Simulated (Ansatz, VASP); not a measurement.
# La2O3 in two plane-wave programs, part 2 of 2

Wanted: the spread between two codes on one cell, functional and k mesh.

VASP 6.6.1 and Ansatz 0.2.0.

So far. Step 4 (Comparison): The walks stopped with 0.01 GPa left in Ansatz and -0.01 GPa in VASP; each walk ends within a tolerance, so the volume difference is uncertain by about these residues over the bulk modulus, most in soft cells.

## (5) VASP: relaxation of cell and atoms, r2SCAN with rVV10

Level of this step: r2SCAN with rVV10; plane waves and PAW (La, O) (VASP).

The relaxed volume is the usual yardstick between codes: its relative difference is about their pressure difference at one cell divided by the bulk modulus.

File INCAR:

```
SYSTEM = La2O3
PREC = Accurate
ENCUT = 560
EDIFF = 1E-06
NELM = 100
ISMEAR = -1
SIGMA = 0.05
LREAL = .FALSE.
ALGO = Normal
METAGGA = R2SCAN
LUSE_VDW = .TRUE.
IVDW_NL = 2
BPARAM = 11.95
CPARAM = 0.0093
LASPH = .TRUE.
NBANDS = 26
LORBIT = 11
LWAVE = .FALSE.
LCHARG = .FALSE.
KPAR = 4
IBRION = 2
NSW = 60
ISIF = 3
EDIFFG = -0.01
```

File POSCAR:

```
La2O3
1.0
    3.9307778780      0.0000000000      0.0000000000
   -1.9653889390      3.4041534990      0.0000000000
    0.0000000000      0.0000000000      6.1119535200
La O
2 3
Direct
    0.6666666700      0.3333333300      0.7537643200
    0.3333333300      0.6666666700      0.2462356800
    0.6666666700      0.3333333300      0.3541093500
    0.3333333300      0.6666666700      0.6458906500
    0.0000000000      0.0000000000      0.0000000000
```

File KPOINTS:

```
Automatic mesh
0
Gamma
7 7 4
0 0 0
```

Potentials, in the order of the species: La and O (PBE family, release 64).

Started as:

```console
mpirun -np 4 vasp_std
```

Numbers of over 12 decimals in the logs are rounded to 6 here.

The program printed:

```text
[banner, memory and clock lines left out]
running    4 mpi-ranks, on    1 nodes
[...]
|                                                                             |
|               ----> ADVICE to this user running VASP <----                  |
|                                                                             |
|     You have switched on vdW-DFT.                                           |
|     This routine was written and supplied by Jiri Klimes. We recommend      |
|     that you carefully read and cite the following publications:            |
|       J. Klimes, D.R. Bowler, A. Michelides                                 |
|          J. Phys.: Cond Matt. 22 022201 (2010)                              |
|       J. Klimes, D.R. Bowler, A. Michelides                                 |
|          Phys. Rev. B. 83, 195131 (2011)                                    |
|     and references therein.                                                 |
|                                                                             |

[...]
Total rVV10 correction in eV:      0.8979133    40.8204067
DAV:   5    -0.951594761912E+02   -0.36392E-05   -0.25461E-05  2894   0.351E-02    0.624E-03
Total rVV10 correction in eV:      0.8979160    40.8204059
Total rVV10 correction in eV:      0.8979160    40.8204059
Total rVV10 correction in eV:      0.8979160    40.8204059
Total rVV10 correction in eV:      0.8979160    40.8204059
DAV:   6    -0.951594766557E+02   -0.46452E-06   -0.34842E-06  1482   0.145E-02
Total rVV10 correction in eV:      0.8979033    40.8204045
Total rVV10 correction in eV:      0.8979033    40.8204045
Total rVV10 correction in eV:      0.8979033    40.8204045
Total rVV10 correction in eV:      0.8979033    40.8204045
Total rVV10 correction in eV:      0.8979082    40.8204046
Total rVV10 correction in eV:      0.8979082    40.8204046
Total rVV10 correction in eV:      0.8979082    40.8204046
Total rVV10 correction in eV:      0.8979082    40.8204046
   4 F= -.95159477E+02 E0= -.95159477E+02  d E =-.360414E-03
[... from here on, the cycles between the ionic steps are left out ...]
   5 F= -.95159498E+02 E0= -.95159498E+02  d E =-.381700E-03
   6 F= -.95159613E+02 E0= -.95159613E+02  d E =-.114904E-03
   7 F= -.95159700E+02 E0= -.95159700E+02  d E =-.202140E-03
[...]
reached required accuracy - stopping structural energy minimisation
```

From OUTCAR (step 5):

```text
  Total       -0.0098506     -0.0098506      0.0035358      0.0000000      0.0000000      0.0000000
  in kB       -0.1946303     -0.1946303      0.0698620      0.0000000      0.0000000      0.0000000
  external PRESSURE =      -0.1064662 kB  Pullay stress =       0.0000000 kB

 POSITION                                       TOTAL-FORCE (eV/Angst)
 -----------------------------------------------------------------------------------
      1.96281      1.13323      4.58550        -0.000000      0.000000      0.006601
     -0.00000      2.26645      1.49048         0.000000      0.000000     -0.006601
      1.96281      1.13323      2.14797         0.000000     -0.000000     -0.009476
     -0.00000      2.26645      3.92801        -0.000000      0.000000      0.009476
      0.00000      0.00000     -0.00000        -0.000000      0.000000      0.000000
 -----------------------------------------------------------------------------------
    total drift:                                0.000000      0.000000     -0.000000

  FREE ENERGIE OF THE ION-ELECTRON SYSTEM (eV)
  ---------------------------------------------------
  free  energy   TOTEN  =       -95.1597000826 eV

  energy  without entropy=      -95.1597000826  energy(sigma->0) =      -95.15970008

[... 2 parts as in an earlier step ...]

[... 2 further parts left out ...]
[key lines of the parts left out:]
E-fermi :   6.9877
```

## (6) Ansatz: relaxation of cell and atoms, r2SCAN with rVV10

The same cell, functional, mesh and smearing now go to Ansatz, which takes its cutoff from its data sets.

File input.yaml:

```yaml
crystal:
  lattice:
    - [3.930777878, 0.0, 0.0]
    - [-1.965388939, 3.404153499, 0.0]
    - [0.0, 0.0, 6.11195352]
  atoms:
    - { symbol: La, position: [0.66666667, 0.33333333, 0.75376432] }
    - { symbol: La, position: [0.33333333, 0.66666667, 0.24623568] }
    - { symbol: O, position: [0.66666667, 0.33333333, 0.35410935] }
    - { symbol: O, position: [0.33333333, 0.66666667, 0.64589065] }
    - { symbol: O, position: [0.0, 0.0, 0.0] }
hamiltonian:
  xc: r2scan
  pseudopotentials: { kind: paw }
  dispersion: rvv10
kpoints:
  mp_grid: { grid: [7, 7, 4] }
scf:
  occupations: { method: fermi_dirac, width: 0.05 }
relax:
  f_tol: 0.01
  max_steps: 60
  cell: { stress_tol: 0.05 }
output:
  forces: true
  stress: true
```

Started as:

```console
ansatz run input.yaml --threads 4 --pin off --max-ram 9216MiB --backend cpu --events-out ev --progress --plain --runs-dir out
```

The program printed:

```text
[...]
Crystal: 5 atoms, lattice volume = 81.784 Å³
Basis set: ecut = 500 eV, 2057 PW (Γ), exchange–correlation on 144×144×200 points (64 copies of the dense FFT grid, shifted against one another)
Bands: 25, of which v1, the nominal top of the filled ones, is band 20 counted from 1 (19 counted from 0)
Symmetry: 12 space group operations
[...]
k-points: 28 of 196
[...]
cell:  # Å, volume = 81.1971 Å³
    - [3.928750, 0, -3.3591445866328432e-18]
    - [-1.964375, 3.402398, 1.6795722933164224e-18]
    - [-5.223122806127927e-18, 0, 6.074363]
  atoms:
    - { symbol: La, position: [0.666667, 0.333333, 0.754934] }
    - { symbol: La, position: [0.333333, 0.666667, 0.245066] }
    - { symbol: O, position: [0.666667, 0.333333, 0.353220] }
    - { symbol: O, position: [0.333333, 0.666667, 0.646780] }
    - { symbol: O, position: [0, 0, 0] }
[key lines of the parts left out:]
SCF converged after 5 iterations
Free energy (F): -14240.654924 eV
Fermi energy:    11.659497 eV
P = ⅓ Tr σ = -0.0045 GPa (-0.045 kbar)
```

The job ended after 20 s (4 threads of Arm Neoverse V2, shared host; peak memory 0.75 GiB; 77 s of CPU time).

## (7) Side by side

What differs besides the data sets and the points named for the pairs above, as far as they apply: VASP keeps PBE cores, Ansatz makes them for the functional; the cutoff is 500 eV in Ansatz and 560 eV in VASP. Total energies have different zeros and are not compared.

The two programs side by side:

| quantity | Ansatz | VASP | difference |
| --- | --- | --- | --- |
| volume (Å³) | 81.20 | 81.09 | +0.13 % |
| edge a after relaxation, in the typed setting (Å) | 3.929 | 3.926 | +0.08 % |
| edge c after relaxation, in the typed setting (Å) | 6.074 | 6.076 | -0.03 % |

The walks stopped with 0.00 GPa left in Ansatz and -0.01 GPa in VASP; each walk ends within a tolerance, so the volume difference is uncertain by about these residues over the bulk modulus, most in soft cells.

## (8) Summary of results

* difference in volume (relaxation of cell and atoms, PBE): 0.25 %
* difference in volume (relaxation of cell and atoms, r2SCAN with rVV10): 0.13 %

**Reading.** The difference in volume is 0.25 % (relaxation of cell and atoms, PBE), within the 1.2 % picked in this series as the mark of a large difference, as far as the stopping tolerances let one tell. How closely two codes agree says nothing of how well the functional describes the real material.

[Lines on the potential files, build, host, timing and source positions are cut from VASP's logs without a mark.]

[Logs are printed without paths, hosts, clocks, repeated set-up lines and the standing remarks that a program may print on its own settings, such as how far it seeks lower states.]

[Hosts, paths, dates, database ids (printed as entryN), source tags and the programs' standing remarks are cut or masked in the printed files.]
